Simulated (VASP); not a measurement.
Consider the following.

```
CELL_PARAMETERS angstrom
      2.82628     0.00000     0.00000
      0.00000     2.82628     0.00000
      0.00000     0.00000     2.82628
ATOMIC_POSITIONS crystal
  Al 0.50000 0.50000 0.50000
  Co 0.00000 0.00000 0.00000
```

Calculation: PBE GGA, VASP's PBE PAW potentials (set 64) (plane waves; VASP 6.6.1). Numerical set-up: 500 eV cut-off, 13×13×13 Γ-centred mesh, first-order Methfessel-Paxton smearing of 0.10 eV, potentials Al Co.

Energy and stress use the plane-wave basis of the starting cell.

Problem. The ions, cell shape and volume at an external pressure of 10.0 GPa are relaxed. What does this cell relax into?

Solution. 
```
CELL_PARAMETERS angstrom
      2.80404     0.00000     0.00000
      0.00000     2.80404     0.00000
      0.00000     0.00000     2.80404
ATOMIC_POSITIONS crystal
  Al 0.50000 0.50000 0.50000
  Co 0.00000 0.00000 0.00000
```
Space group Pm-3m (221), at a tolerance of 0.03 Å.

Problem. How do energy and volume change from the first to the last step?

Solution. The energy (σ→0) changes by +12.3 meV/atom and the volume by -2.3 %, in 3 ionic steps.

```json
[
 {"step": "1", "E(σ→0) (eV)": "-11.9792", "max force (eV/Å)": "0.000", "pressure (GPa)": "5.04", "volume (Å³)": "22.58"},
 {"step": "2", "E(σ→0) (eV)": "-11.9061", "max force (eV/Å)": "0.000", "pressure (GPa)": "16.42", "volume (Å³)": "21.45"},
 {"step": "3", "E(σ→0) (eV)": "-11.9546", "max force (eV/Å)": "0.000", "pressure (GPa)": "9.93", "volume (Å³)": "22.05"}
]
```

The compound is CoAl in the CsCl type structure. This run relaxes it under an external pressure of 10 GPa. Symmetry was kept, so distortions that lower it aren't found. The run is not spin-polarised, so no magnetic state was tried.
